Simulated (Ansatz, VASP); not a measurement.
## PtSe2 in two plane-wave programs

Aim: how closely do two programs agree when they are given the same cell, functional and k mesh? The cell is taken from a series of runs on this material, whose earlier steps may have relaxed, scaled, displaced or heated it; both programs get it as it stands.

Program: Ansatz 0.2.0. Level of theory: plane waves, with VASP 6.6.1 beside it; relaxation of cell and atoms at BLYP with D3(BJ). Results are calculated unless marked as measured.

### Step 1. Starting point

The structure is trigonal, space group P-3m1 (No. 164). Conventional cell: a = 3.728 Å, b = 3.728 Å, c = 5.031 Å, α = 90.00°, β = 90.00°, γ = 120.00°. Pt has 6 Se at 2.51 Å nearest. Nearest to Se lie 3 Pt at 2.51 Å. Farther neighbours and most contacts between anions are not listed.

### Step 2. Ansatz: relaxation of cell and atoms, BLYP with D3(BJ)

Ansatz runs on its default PAW (the set named soft_2) files.

The relaxed volume is the usual yardstick between codes: in a stiff, nearly cubic crystal its relative difference is about their pressure difference at one cell divided by the bulk modulus.

input.yaml

```yaml
crystal:
  lattice:
    - [3.7278, 0.0, 0.0]
    - [-1.8639, 3.2283695002, 0.0]
    - [0.0, 0.0, 5.0313]
  atoms:
    - { symbol: Pt, position: [0.0, 0.0, 0.0] }
    - { symbol: Se, position: [0.3333333333, 0.6666666667, 0.255] }
    - { symbol: Se, position: [0.6666666667, 0.3333333333, 0.745] }
kpoints:
  mp_grid: { grid: [12, 12, 8] }
hamiltonian:
  xc: blyp
  dispersion: d3bj
scf:
  occupations: { method: gaussian, width: 0.1 }
output:
  forces: true
  stress: true
  eigenvalues: true
relax:
  adjacent_minimum: "off"
  f_tol: 0.005
  max_steps: 60
  cell: { stress_tol: 0.03 }
```

Command:

```bash
$ ansatz run input.yaml --threads 4 --pin off --max-ram 8192MiB --backend cpu --events-out ev --progress --plain --runs-dir out
```

Numbers of over 12 decimals in the logs are rounded to 6 here.

Log:

```text
Engine: ansatz 0.2.0, aarch64-unknown-linux-gnu
Pseudopotentials: kind: paw
Pseudopotential: Pt, paw, valence charge 18, recommended cutoff 420 eV (normal), Pt.paw.azcp
Pseudopotential: Se, paw, valence charge 16, recommended cutoff 420 eV (normal), Se.paw.azcp
Functional definition: BLYP
  parameter beta = 0.0042
  parameter a = 0.04918
  parameter b = 0.132
  parameter c = 0.2533
  parameter d = 0.349
  exchange = b88_x(beta = beta)
  correlation = lyp_c(a = a, b = b, c = c, d = d)
Crystal: 3 atoms, lattice volume = 60.550 Å³
Basis set: ecut = 420 eV, 1181 PW (Γ), exchange–correlation on 50×50×72 points (8 copies of the dense FFT grid, shifted against one another)
Bands: 30, of which v1, the nominal top of the filled ones, is band 25 counted from 1 (24 counted from 0)
Symmetry: 12 space group operations
Space group: P-3m1 (ITA 164), of the structure as read, at distance tolerance 3.9e-5 Å
k-points: 131 of 1152
Non-local potential: Pt, projectors of the file, l = 0: 3, l = 1: 2, l = 2: 2, l = 3: 1
Non-local potential: Se, projectors of the file, l = 0: 2, l = 1: 2, l = 2: 3, l = 3: 1
PAW form: soft (Blöchl's): semilocal exchange-correlation on the pseudo side does not see the compensation charge
PAW frozen core: Pt, regenerated for the run's functional, and the local potential with it (the file was generated under x = pbe(κ = 0.804, μ = 0.219515), c = pbe(β = 0.066725))
PAW frozen core: Se, regenerated for the run's functional, and the local potential with it (the file was generated under x = pbe(κ = 0.804, μ = 0.219515), c = pbe(β = 0.066725))
PAW one-centre angular grid: Pt, 590 points (default); XC on 64 Gauss nodes
PAW one-centre angular grid: Se, 590 points (default); XC on 64 Gauss nodes
Initial density: superposition of atomic densities (neutral atoms: chi_scale 0, normalization atom), corrected by the library's trained network
Initial wavefunctions: pseudopotential atomic-orbital guess
Functional: x = b88, c = lyp
SCF iter   1: F=—  HF=-23513.486881 eV  |F-HF|=—  |Δ(HF+E_count)|=         —  Δρ=9.48e-3  dr2=5.40e-2  ethr=1.77e-3  ⟨swp⟩=5.4  Hψ=15016  notcnv=0
preconditioner: auto → LDOS  [metal: Δε(μ)=0.022 eV  Ē_g=10.208 eV  σ=0.100 eV  W_gap=0.12  n_scr=22 (ndim 8)  ℏωp=22.4 eV  f_vac=0.032  D(μ)=0.63/eV (n_scr^D=2)  β→1.0]
SCF iter   2: F=—  HF=-23513.475497 eV  |F-HF|=—  |Δ(HF+E_count)|=   1.14e-2  Δρ=3.99e-3  dr2=1.74e-2  ethr=1.08e-4  ⟨swp⟩=2.0  Hψ=6973  notcnv=0  defer=100
SCF iter   3: F=—  HF=-23513.470395 eV  |F-HF|=—  |Δ(HF+E_count)|=   5.10e-3  Δρ=8.77e-4  dr2=1.16e-3  ethr=3.48e-5  ⟨swp⟩=2.0  Hψ=6682  notcnv=0  defer=100
SCF iter   4: F=—  HF=-23513.470037 eV  |F-HF|=—  |Δ(HF+E_count)|=   3.58e-4  Δρ=1.27e-4  dr2=8.03e-6  ethr=2.33e-6  ⟨swp⟩=3.0  Hψ=6650  notcnv=0  defer=100
SCF iter   5: F=—  HF=-23513.470029 eV  |F-HF|=—  |Δ(HF+E_count)|=   7.76e-6  Δρ=4.15e-5  dr2=1.24e-6  ethr=1.61e-8  ⟨swp⟩=2.0  Hψ=6587  notcnv=0  defer=100
SCF iter   6: F=-23513.470029 eV  HF=-23513.470029 eV  |F-HF|=2.00e-8  |Δ(HF+E_count)|=   2.21e-7  Δρ=9.39e-6  dr2=4.33e-8  ethr=2.00e-10  ⟨swp⟩=6.2  Hψ=19751  notcnv=0
the search or the solves at the SCF's close seem to have found levels that the self-consistency loop had missed (the run counts 1). By its estimate they hold under 1e-12 electrons; where the run keeps them, the occupations were computed again with them
SCF 1 converged in 6 iterations: F = -23513.470029 eV  dr2 = 4.33e-8
  greatest PAW one-centre occupation: 1.000 electrons in one spin orbital (limit 2), on the Pt atom at site 0 (counted from 0), in its partial waves of l = 0
relax step   1: F+E_penalty+E_count = -23513.47002871 eV  Δ(F+E_penalty+E_count) = +0.000e0 eV  max|allowed force component| = 8.026e-1 eV/Å  Δτ_max = 0.0000 Å  P = +4.603 GPa  Ω = 60.550 Å³  (6 SCF iters, dr2 threshold 1.00e-7 eV, accepted)
[...]
relax step   3: F+E_penalty+E_count = -23513.53889504 eV  Δ(F+E_penalty+E_count) = -6.887e-2 eV  max|allowed force component| = 8.873e-2 eV/Å  Δτ_max = 0.0703 Å  P = -0.876 GPa  Ω = 60.896 Å³  energy of the carried Pulay correction = -7.420e-5 eV  (9 SCF iters, accepted)
[...]
relax step   4: F+E_penalty+E_count = -23513.54340350 eV  Δ(F+E_penalty+E_count) = -4.508e-3 eV  max|allowed force component| = 3.975e-2 eV/Å  Δτ_max = 0.0055 Å  P = -0.222 GPa  Ω = 60.251 Å³  energy of the carried Pulay correction = +6.446e-5 eV  (4 SCF iters, dr2 threshold 3.00e-7 eV, accepted)
[...]
relax step   5: F+E_penalty+E_count = -23513.54401106 eV  Δ(F+E_penalty+E_count) = -6.076e-4 eV  max|allowed force component| = 3.671e-4 eV/Å  Δτ_max = 0.0002 Å  P = -0.002 GPa  Ω = 60.047 Å³  energy of the carried Pulay correction = +1.088e-4 eV  (4 SCF iters, dr2 threshold 3.00e-7 eV, accepted)
[...]
relax step   6: F+E_penalty+E_count = -23513.54393030 eV  Δ(F+E_penalty+E_count) = +8.076e-5 eV  max|allowed force component| = 4.123e-4 eV/Å  Δτ_max = 0.0000 Å  P = -0.003 GPa  Ω = 60.047 Å³  stress off target by 1.78e-2 GPa  SCF on the basis re-selected at this cell (its energy is not comparable with the rows above)  (6 SCF iters)
basis re-selected at this cell: Δ(F+E_penalty+E_count) = +8.076e-5 eV, ΔP = -0.002 GPa vs the last step (what re-selecting the basis moved, of the pressure what is left beyond the Pulay correction that the steps carried, after the strain that the cell walked since its last selection, with what the two solves' SCF thresholds leave and, on support functions, any second-order correction that the steps lacked; it is no measure of the basis error at this ecutwfc). The dense FFT grid was sized anew with the basis: this SCF ran on 27×27×36 points, the steps before it on 25×25×36, so part of this shift can come from that change (see relax.cell in the input reference). [rest of the remark cut]
SCF converged after 6 iterations
Free energy (F): -23513.543930 eV
Harris-Foulkes:  -23513.543930 eV  (|F-HF|=3.64e-12)
Internal energy: -23513.540100 eV  (E = F + TS)
E sigma→0 (E₀):  -23513.542015 eV
Entropy (-TS):   -0.003831 eV (-1.277 meV/atom)
Fermi energy:    13.817011 eV
--- Per-component energies (eV) ---
  E_band       = -922.910622
  E_kinetic    = 877.299782
  E_local      = -6467.514464  (includes V_loc(G=0)·N_el)
  E_nonlocal   = -997.868949
  E_hartree    = 3003.395705
  E_xc         = -464.945442
  E_vxc        = -490.593238  (∫ρ·V_xc dr)
  E_paw        = -13333.189744  (= ΣΔE_a)
  E_vpaw       = 148.976057  (= ΣTr[D̂ρ^β])
  E_aug_tail   = -0.001036  (compensation charges beyond the density's cutoff)
  E_ewald      = -6128.072911
  E_disp       = -3.305213  (pairwise vdW)
  E_core_change = 0.662173  (= ΣΔE_core)
  E_smearing   = -0.003831  (= −TS)
  E_closure    = -0.000000  (closes the sum)
  Σ components = -23513.543930   (vs F -23513.543930, Δ=0.00e0)
--- Forces (eV/Å), atoms counted from 1 ---
  atom   1  Pt     0.00000000     0.00000000     0.00000000
  atom   2  Se    -0.00000000     0.00000000     0.00041233
  atom   3  Se     0.00000000    -0.00000000    -0.00041233
  max |Σ_I F_I| component: 3.47e-18 eV/Å
--- Stress (GPa, compression-positive) ---
       -0.013704       0.000000      -0.000000
        0.000000      -0.013704       0.000000
       -0.000000       0.000000       0.017797
  P = ⅓ Tr σ = -0.0032 GPa (-0.032 kbar)
--- Band table (eV; the first three rows and the last of 131) ---
  k-point 0: bands = [... 21 lower, 11.3810, 12.8666, 12.8666, 14.5573, 14.7685, 14.7685, 17.5413, 17.8382, ... 1 higher]
  k-point 1: bands = [... 21 lower, 11.3740, 12.7200, 12.7200, 14.1052, 14.9751, 14.9751, 17.6447, 18.3287, ... 1 higher]
  k-point 2: bands = [... 21 lower, 11.3355, 12.4302, 12.4302, 13.1898, 15.4285, 15.4285, 18.0874, 19.1928, ... 1 higher]
  k-point 130: bands = [... 21 lower, 9.6614, 10.5146, 11.4156, 11.4156, 16.1266, 16.1266, 20.2603, 21.6050, ... 1 higher]
--- Relaxed structure (5 steps of the walk, 4 accepted, 1 SCFs on fresh bases) ---
  F+E_penalty+E_count = -23513.54393030 eV   max|allowed force component| = 4.123e-4 eV/Å   (the final SCF, on the basis selected at the relaxed cell)
  cell:  # Å, volume = 60.0468 Å³
    - [3.789274, 0, -6.550125010114679e-18]
    - [-1.894637, 3.281608, 3.2750625050573393e-18]
    - [-8.840507528175061e-18, 0, 4.828887]
  atoms:
    - { symbol: Pt, position: [0, 0, -8.045014430887743e-19] }
    - { symbol: Se, position: [0.333333, 0.666667, 0.270040] }
    - { symbol: Se, position: [0.666667, 0.333333, 0.729960] }
```

In the SCF lines HF is the Harris–Foulkes energy and dr2 the Hartree energy of the density residual, in eV; the loop may stop once dr2 is under the threshold and the program's other checks hold. Hψ counts applications of the Hamiltonian.

### Step 3. VASP: relaxation of cell and atoms, BLYP with D3(BJ)

The same cell, functional (in two slightly different forms), mesh and smearing now go to VASP, with its own data sets.

Lines of VASP's logs that name or quote its potential files are left out, and so is its time.

INCAR

```
SYSTEM = PtSe2
PREC = Accurate
ENCUT = 500
EDIFF = 1E-07
NELM = 120
ISMEAR = 0
SIGMA = 0.1
LREAL = .FALSE.
ALGO = Normal
GGA = B5
ALDAX = 1
AGGAX = 1
AGGAC = 1
ALDAC = 0
IVDW = 12
VDW_S6 = 1
VDW_S8 = 2.6996
VDW_A1 = 0.4298
VDW_A2 = 4.2359
NBANDS = 17
LASPH = .TRUE.
LORBIT = 11
LWAVE = .FALSE.
LCHARG = .FALSE.
ISIF = 3
IBRION = 2
NSW = 80
EDIFFG = -0.005
GGA_COMPAT = .FALSE.
NELMIN = 4
KPAR = 2
```

POSCAR

```
PtSe2
1.0
    3.7278000000      0.0000000000      0.0000000000
   -1.8639000000      3.2283700000      0.0000000000
    0.0000000000      0.0000000000      5.0313000000
Pt Se
1 2
Direct
    0.0000000000      0.0000000000      0.0000000000
    0.3333332301      0.6666664602      0.2549999006
    0.6666666150      0.3333332301      0.7449999006
```

KPOINTS

```
Automatic mesh
0
Gamma
12 12 8
0 0 0
```

The projector-augmented-wave data sets are Pt and Se (PBE family, release 64).

Command:

```bash
$ mpirun -np 2 vasp_std
```

Log:

```text
[banner, memory and clock lines left out]
running    2 mpi-ranks, on    1 nodes
 distrk:  each k-point on    1 cores,    2 groups
 distr:  one band on    1 cores,    1 groups

 POSCAR found type information on POSCAR PtSe
 POSCAR found :  2 types and       3 ions
|                                                                             |
|               ----> ADVICE to this user running VASP <----                  |
|                                                                             |
|     You enforced a specific xc type in the INCAR file but a different       |
|     [... a line on the potential file left out ...]
|     I HOPE YOU KNOW WHAT YOU ARE DOING!                                     |
|                                                                             |

 LDA part: xc-table for (Slater(with rela. corr.)+VWN5), standard interpolation
 POSCAR, INCAR and KPOINTS ok, starting setup
 FFT: planning ... GRIDC
 FFT: planning ... GRID_SOFT
 FFT: planning ... GRID
 WAVECAR not read
 entering main loop
       N       E                     dE             d eps       ncg     rms          rms(c)
DAV:   1     0.112970393535E+03    0.11297E+03   -0.99095E+03  4550   0.110E+03
DAV:   2    -0.786958858391E+01   -0.12084E+03   -0.11732E+03  5634   0.217E+02
DAV:   3    -0.127049329810E+02   -0.48353E+01   -0.47985E+01  5447   0.446E+01
DAV:   4    -0.127414310645E+02   -0.36498E-01   -0.36487E-01  5752   0.421E+00
DAV:   5    -0.127418413615E+02   -0.41030E-03   -0.41028E-03  5633   0.422E-01    0.128E+01
DAV:   6    -0.120764444399E+02    0.66540E+00   -0.52305E+00  4515   0.216E+01    0.765E+00
DAV:   7    -0.118340963698E+02    0.24235E+00   -0.10658E+00  4519   0.103E+01    0.376E+00
DAV:   8    -0.118234175523E+02    0.10679E-01   -0.51400E-02  4882   0.169E+00    0.968E-01
DAV:   9    -0.118212462913E+02    0.21713E-02   -0.89602E-03  5295   0.967E-01    0.158E-01
DAV:  10    -0.118214455999E+02   -0.19931E-03   -0.10032E-03  5252   0.220E-01    0.505E-02
DAV:  11    -0.118214604403E+02   -0.14840E-04   -0.36226E-05  5412   0.597E-02    0.263E-02
DAV:  12    -0.118214572030E+02    0.32373E-05   -0.69322E-06  5066   0.253E-02    0.340E-03
DAV:  13    -0.118214577381E+02   -0.53513E-06   -0.63367E-07  5669   0.623E-03    0.137E-03
DAV:  14    -0.118214578074E+02   -0.69333E-07   -0.45970E-08  2733   0.163E-03
   1 F= -.15085678E+02 E0= -.15083871E+02  d E =-.150857E+02
[... from here on, the cycles between the ionic steps are left out ...]
   2 F= -.15032233E+02 E0= -.15030199E+02  d E =0.534456E-01
   7 F= -.15134623E+02 E0= -.15132833E+02  d E =0.484777E-02
   8 F= -.15168972E+02 E0= -.15167070E+02  d E =-.295019E-01
   9 F= -.15169172E+02 E0= -.15167271E+02  d E =-.297016E-01
  10 F= -.15166267E+02 E0= -.15164320E+02  d E =0.290474E-02
  11 F= -.15170065E+02 E0= -.15168147E+02  d E =-.892984E-03
  12 F= -.15170704E+02 E0= -.15168771E+02  d E =-.639049E-03
  13 F= -.15170709E+02 E0= -.15168775E+02  d E =-.644429E-03
  14 F= -.15170709E+02 E0= -.15168775E+02  d E =-.644559E-03
  15 F= -.15170707E+02 E0= -.15168770E+02  d E =0.238674E-05
  16 F= -.15170715E+02 E0= -.15168780E+02  d E =-.601898E-05
 curvature:  -0.35 expect dE=-0.291E-05 dE for cont linesearch -0.156E-07
 trial: gam= 0.39395 g(F)=  0.537E-05 g(S)=  0.288E-05 ort = 0.917E-06 (trialstep = 0.131E+01)
 search vector abs. value=  0.119E-04
 bond charge predicted
       N       E                     dE             d eps       ncg     rms          rms(c)
DAV:   1    -0.118775507400E+02   -0.78299E-03   -0.10943E-03  4457   0.205E-01    0.214E-02
DAV:   2    -0.118775471563E+02    0.35838E-05   -0.66356E-05  5021   0.698E-02    0.101E-02
DAV:   3    -0.118775455738E+02    0.15825E-05   -0.42525E-06  5578   0.202E-02    0.428E-03
DAV:   4    -0.118775452965E+02    0.27729E-06   -0.23594E-06  4751   0.929E-03    0.166E-03
DAV:   5    -0.118775453195E+02   -0.23031E-07   -0.73739E-08  3057   0.183E-03
  17 F= -.15170723E+02 E0= -.15168787E+02  d E =-.775256E-05
 trial-energy change:   -0.000008  1 .order   -0.000008   -0.000011   -0.000004
 step:   1.9866(harm=  1.9866)  dis= 0.00097  next Energy=   -15.170724 (dE=-0.855E-05)
 reached required accuracy - stopping structural energy minimisation
```

(Part 1 of 2 ends here.)

[Lines on the potential files, build, host, timing and source positions are cut from VASP's logs without a mark.]

[Logs are printed without paths, hosts, clocks, repeated set-up lines and the standing remarks that a program may print on its own settings, such as how far it seeks lower states.]

[Hosts, paths, dates, database ids (printed as entryN), source tags and the programs' standing remarks are cut or masked in the printed files.]
